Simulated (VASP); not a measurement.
# NbP: phonons from a supercell

Wanted: whether NbP is dynamically stable, and its vibrational spectrum. The start is a computed cell from the Materials Project.

Method: PBEsol; plane waves and PAW (Nb_pv, P), in VASP 6.6.1.

### Step 1. The structure

Symmetry: I4_1md, No. 109, tetragonal system. Conventional cell: a = 3.350 Å, b = 3.350 Å, c = 11.480 Å, α = 90.00°, β = 90.00°, γ = 90.00°. Nearest to Nb lie 6 P at 2.55 Å. Nearest to P lie 6 Nb at 2.55 Å. Farther neighbours are not listed.

Coordinates:

```xyz
4
Lattice="-1.6749 1.6749 5.7401 1.6749 -1.6749 5.7401 1.6749 1.6749 -5.7401" Properties=species:S:1:pos:R:3 pbc="T T T"
Nb    1.6749    0.0000    2.8687
Nb    0.0000    0.0000    5.7387
P     0.0000    1.6749    3.8200
P     0.0000    0.0000    0.9500
```

### Step 2. Relax the host

Cell and atoms are relaxed first, so that later runs start from this functional's own cell.

INCAR reads:

```
SYSTEM = NbP
PREC = Accurate
ENCUT = 350
EDIFF = 1E-06
NELM = 120
ISMEAR = 0
SIGMA = 0.05
LREAL = .FALSE.
ALGO = Normal
GGA = PS
NBANDS = 22
LASPH = .TRUE.
LORBIT = 11
LWAVE = .FALSE.
LCHARG = .FALSE.
KPAR = 4
IBRION = 2
NSW = 40
ISIF = 3
EDIFFG = -0.02
POTIM = 0.4
```

POSCAR reads:

```
NbP
1.0
   -1.6749232544      1.6749232544      5.7401081759
    1.6749232544     -1.6749232544      5.7401081759
    1.6749232544      1.6749232544     -5.7401081759
Nb P
2 2
Direct
    0.2498808000      0.7498808000      0.5000000000
    0.4998808000      0.4998808000      0.0000000000
    0.8327477700      0.3327477700      0.5000000000
    0.0827477700      0.0827477700      0.0000000000
```

KPOINTS reads:

```
Automatic mesh
0
Gamma
8 8 8
0 0 0
```

Potentials, in the order of the species: Nb_pv and P (PBE family, release 64).

Run with:

```
$ mpirun -np 4 vasp_std
```

Output:

```text
[banner, memory and clock lines left out]
running    4 mpi-ranks, on    1 nodes
 distrk:  each k-point on    1 cores,    4 groups
 distr:  one band on    1 cores,    1 groups

 POSCAR found type information on POSCAR NbP
 POSCAR found :  2 types and       4 ions
|                                                                             |
|               ----> ADVICE to this user running VASP <----                  |
|                                                                             |
|     You enforced a specific xc type in the INCAR file but a different       |
|     [... a line on the potential file left out ...]
|     I HOPE YOU KNOW WHAT YOU ARE DOING!                                     |
|                                                                             |

 LDA part: xc-table for (Slater+PW92), standard interpolation
 POSCAR, INCAR and KPOINTS ok, starting setup
 FFT: planning ... GRIDC
 FFT: planning ... GRID_SOFT
 FFT: planning ... GRID
 WAVECAR not read
 entering main loop
       N       E                     dE             d eps       ncg     rms          rms(c)
DAV:   1     0.246190874783E+03    0.24619E+03   -0.12373E+04  2644   0.111E+03
DAV:   2    -0.222385710778E+02   -0.26843E+03   -0.25756E+03  3068   0.496E+02
DAV:   3    -0.394006272147E+02   -0.17162E+02   -0.16111E+02  4184   0.997E+01
DAV:   4    -0.399255504302E+02   -0.52492E+00   -0.51866E+00  3832   0.172E+01
DAV:   5    -0.399374653469E+02   -0.11915E-01   -0.11891E-01  4000   0.282E+00    0.321E+01
DAV:   6    -0.375414463658E+02    0.23960E+01   -0.94070E+00  4208   0.275E+01    0.110E+01
DAV:   7    -0.374507693072E+02    0.90677E-01   -0.36357E-01  3480   0.443E+00    0.527E+00
DAV:   8    -0.374291395871E+02    0.21630E-01   -0.65760E-02  3744   0.160E+00    0.519E-01
DAV:   9    -0.374280988777E+02    0.10407E-02   -0.58948E-03  3624   0.479E-01    0.231E-01
DAV:  10    -0.374280733897E+02    0.25488E-04   -0.54509E-04  3880   0.244E-01    0.689E-02
DAV:  11    -0.374280535909E+02    0.19799E-04   -0.47775E-05  4016   0.600E-02    0.156E-02
DAV:  12    -0.374280518295E+02    0.17614E-05   -0.32236E-06  2936   0.158E-02    0.982E-03
DAV:  13    -0.374280520805E+02   -0.25099E-06   -0.53271E-07  2324   0.132E-02
   1 F= -.37428052E+02 E0= -.37427308E+02  d E =-.374281E+02
 curvature:   0.00 expect dE= 0.000E+00 dE for cont linesearch  0.000E+00
 trial: gam= 0.00000 g(F)=  0.956E-04 g(S)=  0.114E+00 ort = 0.000E+00 (trialstep = 0.100E+01)
 search vector abs. value=  0.114E+00
 bond charge predicted
       N       E                     dE             d eps       ncg     rms          rms(c)
DAV:   1    -0.379229597757E+02   -0.49491E+00   -0.13480E+01  3208   0.351E+01    0.110E+01
DAV:   2    -0.374960417923E+02    0.42692E+00   -0.12091E+00  3680   0.138E+01    0.227E+00
DAV:   3    -0.374218475957E+02    0.74194E-01   -0.12862E-01  3896   0.355E+00    0.740E-01
DAV:   4    -0.374101637865E+02    0.11684E-01   -0.35915E-02  3584   0.144E+00    0.629E-01
DAV:   5    -0.374103631795E+02   -0.19939E-03   -0.19862E-03  4192   0.476E-01    0.450E-01
DAV:   6    -0.374103988587E+02   -0.35679E-04   -0.63513E-04  3338   0.178E-01    0.349E-02
DAV:   7    -0.374103889768E+02    0.98819E-05   -0.98917E-05  4306   0.131E-01    0.386E-02
DAV:   8    -0.374103885215E+02    0.45531E-06   -0.12490E-05  3856   0.220E-02    0.159E-02
DAV:   9    -0.374103875269E+02    0.99466E-06   -0.96621E-07  2120   0.985E-03
   2 F= -.37410388E+02 E0= -.37409617E+02  d E =0.176646E-01
[...]
3 F= -.37453692E+02 E0= -.37452897E+02  d E =-.256399E-01
[...]
4 F= -.37453688E+02 E0= -.37452893E+02  d E =-.256362E-01
[...]
5 F= -.37454631E+02 E0= -.37453838E+02  d E =-.942757E-03
[...]
6 F= -.37455044E+02 E0= -.37454407E+02  d E =-.135582E-02
[...]
7 F= -.37455111E+02 E0= -.37454422E+02  d E =-.142240E-02
 curvature:  -1.02 expect dE=-0.232E-03 dE for cont linesearch -0.254E-08
 trial: gam= 0.13962 g(F)=  0.184E-03 g(S)=  0.439E-04 ort =-0.184E-05 (trialstep = 0.113E+01)
 search vector abs. value=  0.254E-03
 bond charge predicted
       N       E                     dE             d eps       ncg     rms          rms(c)
DAV:   1    -0.374550198894E+02    0.91187E-04   -0.23196E-02  3104   0.194E+00    0.174E-01
DAV:   2    -0.374552170403E+02   -0.19715E-03   -0.37327E-03  3294   0.518E-01    0.568E-02
DAV:   3    -0.374552059937E+02    0.11047E-04   -0.17344E-04  4216   0.122E-01    0.186E-02
DAV:   4    -0.374552003417E+02    0.56520E-05   -0.10869E-05  3622   0.278E-02    0.104E-02
DAV:   5    -0.374551992926E+02    0.10491E-05   -0.13779E-06  2340   0.154E-02    0.113E-02
DAV:   6    -0.374551988883E+02    0.40429E-06   -0.59578E-07  1850   0.963E-03
   8 F= -.37455199E+02 E0= -.37454518E+02  d E =-.882450E-04
 trial-energy change:   -0.000088  1 .order   -0.000091   -0.000256    0.000074
 step:   0.8748(harm=  0.8748)  dis= 0.00130  next Energy=   -37.455210 (dE=-0.995E-04)
 reached required accuracy - stopping structural energy minimisation
```

It took 85 s on 4 MPI ranks of Intel Xeon 6975P-C (Granite Rapids), shared host; peak memory 1.1 GiB; 5.6 min of CPU time.

The logs omit lines about the potential files and the build; timing stands in the text.

OUTCAR, selected parts (step 2):

```text
ion  position               nearest neighbor table
   1  0.250  0.750  0.500-   4 2.55   4 2.55   3 2.55   3 2.55   3 2.55   3 2.55   2 3.32   2 3.32
                             2 3.32   2 3.32
   2  0.500  0.500  0.000-   3 2.55   3 2.55   4 2.55   4 2.55   4 2.55   4 2.55   1 3.32   1 3.32
                             1 3.32   1 3.32
   3  0.833  0.333  0.500-   2 2.55   2 2.55   1 2.55   1 2.55   1 2.55   1 2.55
   4  0.083  0.083  0.000-   1 2.55   1 2.55   2 2.55   2 2.55   2 2.55   2 2.55

  LATTYP: Found a body centered tetragonal cell.
 ALAT       =     3.3498465088
 C/A-ratio  =     3.4270872775

 Subroutine GETGRP returns: Found  8 space group operations
 (whereof  4 operations were pure point group operations)

The static configuration has the point symmetry C_2v.
 The point group associated with its full space group is C_4v.

 Found     59 irreducible k-points:

   k-points           NKPTS =     59   k-points in BZ     NKDIM =     59   number of bands    NBANDS=     22

   dimension x,y,z NGX =    40 NGY =   40 NGZ =   40
   dimension x,y,z NGXF=    80 NGYF=   80 NGZF=   80

   ENCUT  =  350.0 eV  25.72 Ry    5.07 a.u.   9.47  9.47  9.47*2*pi/ulx,y,z

   NELECT =      32.0000    total number of electrons

 k-points in reciprocal lattice and weights: Automatic mesh
   0.00000000  0.00000000  0.00000000       0.002
   0.12500000 -0.00000000  0.00000000       0.016
   0.25000000 -0.00000000  0.00000000       0.016
   0.37500000  0.00000000  0.00000000       0.016
   0.50000000 -0.00000000  0.00000000       0.008
   0.12500000  0.12500000  0.00000000       0.016
   0.25000000  0.12500000  0.00000000       0.031
   0.37500000  0.12500000  0.00000000       0.031
   0.50000000  0.12500000  0.00000000       0.031
[...]
-0.37500000 -0.37500000  0.37500000       0.004
   0.50000000  0.50000000  0.50000000       0.002

 average (electrostatic) potential at core
       1 -33.1618       2 -33.1618       3 -81.1072       4 -81.1072

 E-fermi :   7.2227

 k-point     1 :       0.0000    0.0000    0.0000
  band No.  band energies     occupation
    ...
     12       4.9646      2.00000
     13       5.0123      2.00000
     14       5.4826      2.00000
     15       5.8715      2.00000
     16       5.8715      2.00000
     17       8.0213      0.00000
     18       8.8505      0.00000
     19      10.0342      0.00000
     20      10.4749      0.00000
     21      10.4749      0.00000
    ...

 k-point     2 :       0.1250   -0.0000    0.0000
  band No.  band energies     occupation
    ...
     12       4.7962      2.00000
     13       5.1895      2.00000
     14       5.3953      2.00000
     15       5.7719      2.00000
     16       6.0860      2.00000
     17       7.7925      0.00000
     18       8.4996      0.00000
     19       9.5586      0.00000
     20      10.3184      0.00000
     21      10.6690      0.00000
    ...

 k-point     3 :       0.2500   -0.0000    0.0000
  band No.  band energies     occupation
    ...
     12       4.4272      2.00000
     13       5.3788      2.00000
     14       5.4396      2.00000
     15       5.5416      2.00000
     16       6.6707      2.00000
     17       7.4889      0.00000
     18       8.3657      0.00000
     19       8.9178      0.00000
     20       9.8387      0.00000
     21      10.5226      0.00000
    ...

  Total       -0.0474530     -0.0474530     -0.0442486      0.0000000      0.0000000      0.0000000
  in kB       -1.2114483     -1.2114483     -1.1296416      0.0000000      0.0000000      0.0000000
  external PRESSURE =      -1.1841794 kB  Pullay stress =       0.0000000 kB

  energy-cutoff  :      350.00
  volume of cell :       62.76
      direct lattice vectors                 reciprocal lattice vectors
    -1.665616422  1.665616422  5.655346602     0.000000000  0.300189163  0.088411911
     1.665616422 -1.665616422  5.655346602     0.300189163  0.000000000  0.088411911
     1.665616422  1.665616422 -5.655346602     0.300189163  0.300189163  0.000000000

 POSITION                                       TOTAL-FORCE (eV/Angst)
 -----------------------------------------------------------------------------------
      1.66562     -0.00000      2.83061         0.000000      0.000000     -0.004321
      0.00000      0.00000      5.65828         0.000000      0.000000     -0.004321
      0.00000      1.66562      3.75933         0.000000     -0.000000      0.004321
      0.00000      0.00000      0.93165        -0.000000      0.000000      0.004321
 -----------------------------------------------------------------------------------
    total drift:                               -0.000000     -0.000000     -0.000723

  FREE ENERGIE OF THE ION-ELECTRON SYSTEM (eV)
  ---------------------------------------------------
  free  energy   TOTEN  =       -37.4551988883 eV

  energy  without entropy=      -37.4538369788  energy(sigma->0) =      -37.45451793

 reached required accuracy - stopping structural energy minimisation

 total charge
# of ion       s       p       d       tot
------------------------------------------
    1        0.334   6.388   3.128   9.850
    2        0.334   6.388   3.128   9.850
    3        1.019   1.527   0.000   2.546
    4        1.019   1.527   0.000   2.546
--------------------------------------------------
tot          2.705  15.831   6.257  24.792

[... 3 further parts left out ...]
```

CONTCAR:

```
NbP
   1.00000000000000
    -1.6656164222184344    1.6656164222184344    5.6553466017636529
     1.6656164222184344   -1.6656164222184344    5.6553466017636529
     1.6656164222184344    1.6656164222184344   -5.6553466017636529
  Nb              P
     2     2
Direct
     0.2502592911758924    0.7502592911758925    0.5000000000000000
     0.5002592911758925    0.5002592911758925    0.0000000000000000
     0.8323692788241046    0.3323692788241047    0.5000000000000000
     0.0823692788241047    0.0823692788241047    0.0000000000000000
```

The gap is read on the k-mesh alone, so it is an upper bound where the band edges lie off the mesh. The gap is under twice the smearing width, so the edge states are partly filled and the run can't tell a small gap from a semimetal. The PAW data sets were made with PBE, which is usual practice but a small mismatch for other functionals. The run keeps the 8 symmetry operations of its start, so it cannot find a distortion of lower symmetry.

Step by step:

```csv
step,energy less that of the first step (eV),largest force (eV/Å),pressure (GPa),volume (Å³)
1,0.0000,0.0249,-4.94,64.41
2,0.0177,0.0298,7.15,60.78
3,-0.0256,0.0270,-0.03,62.80
4,-0.0256,0.0270,0.07,62.77
5,-0.0266,0.0307,0.09,62.74
6,-0.0270,0.0363,0.08,62.68
7,-0.0271,0.0345,0.08,62.70
8,-0.0271,0.0043,-0.12,62.76
```

| conventional cell, symmetrised | before | after | change |
| --- | --- | --- | --- |
| a (Å) | 3.350 | 3.331 | -0.6 % |
| b (Å) | 3.350 | 3.331 | -0.6 % |
| c (Å) | 11.480 | 11.311 | -1.5 % |
| volume (Å³/atom) | 16.10 | 15.69 | -2.6 % |

Final coordinates:

```xyz
4
Lattice="-1.6656 1.6656 5.6553 1.6656 -1.6656 5.6553 1.6656 1.6656 -5.6553" Properties=species:S:1:pos:R:3 pbc="T T T"
Nb    1.6656    0.0000    2.8306
Nb    0.0000    0.0000    5.6583
P     0.0000    1.6656    3.7593
P     0.0000    0.0000    0.9317
```

Numbers from this step:

```
electronic cycles                               : 57
electrons                                       : 32
free energy (TOTEN)                             : -37.46 eV
energy at zero smearing                         : -37.45 eV
Fermi energy                                    : 7.223 eV
pressure                                        : -0.1184 GPa
labelled metallic, from the levels on this mesh : no
gap on the k-mesh                               : 0.03200 eV
least direct gap on the k-mesh                  : 0.03200 eV
```

The run ended after 8 ionic steps, 0.027 eV below its first step, once forces and stress met EDIFFG = -0.02.

(Part 1 of 2 ends here.)

[Lines on the potential files, build, host, timing and source positions are cut from VASP's logs without a mark.]

[Logs are printed without paths, hosts, clocks, repeated set-up lines and the standing remarks that a program may print on its own settings, such as how far it seeks lower states.]

[Hosts, paths, dates, database ids (printed as entryN), source tags and the programs' standing remarks are cut or masked in the printed files.]

[Runs that stopped without an error message from VASP are left out.]
